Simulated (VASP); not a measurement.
Input:

```
MnO2
1.0
    4.42785     0.00000     0.00000
    0.00000     4.42785     0.00000
    0.00000     0.00000     2.87307
Mn O
2 4
Cartesian
  0.00000   0.00000   0.00000
  2.21392   2.21392   1.43654
  1.34733   1.34733   0.00000
  3.56126   0.86659   1.43654
  0.86659   3.56126   1.43654
  3.08052   3.08052   0.00000
```
Starting moments (μB, in the order of the record's atoms Mn Mn O O O O): 2.5 -2.5 0.0 0.0 0.0 0.0.

The numbers are results of PBE GGA, VASP's PBE PAW potentials (set 64) (plane waves; VASP), not measurements. Settings: 620 eV cut-off, 7×7×11 Γ-centred mesh, first-order Methfessel-Paxton smearing of 0.10 eV, potentials Mn_pv O.

Energy and stress use the plane-wave basis of the starting cell.

**Question.** The ions, cell shape and volume at an external pressure of 5.0 GPa are relaxed. What does this cell relax into?

**Answer.** 
```
MnO2
1.0
    4.39329     0.00000     0.00000
    0.00000     4.39329     0.00000
    0.00000     0.00000     2.85707
Mn O
2 4
Direct
  0.00000   0.00000   0.00000
  0.50000   0.50000   0.50000
  0.30373   0.30373   0.00000
  0.80373   0.19627   0.50000
  0.19627   0.80373   0.50000
  0.69627   0.69627   0.00000
```
Space group P4_2/mnm (136), at a tolerance of 0.03 Å. The cell ends with 0.00 μB, on the sites 2.49 -2.49 -0.05 0.05 0.05 -0.05 μB.

**Question.** How do energy and volume change from the first to the last step?

**Answer.** The energy (σ→0) changes by +3.0 meV/atom and the volume by -2.1 %, in 5 ionic steps.

```
step  E(σ→0) (eV)  max force (eV/Å)  pressure (GPa)  volume (Å³)
----  -----------  ----------------  --------------  -----------
1        -47.9323             0.007            0.02        56.33
2        -47.8554             0.207           10.97        53.99
3        -47.9151             0.100            4.99        55.20
4        -47.9138             0.031            5.01        55.13
5        -47.9144             0.000            5.00        55.14
```

The compound is MnO2 in the rutile structure. This run relaxes it under an external pressure of 5 GPa. Symmetry was kept, so distortions that lower it aren't found.
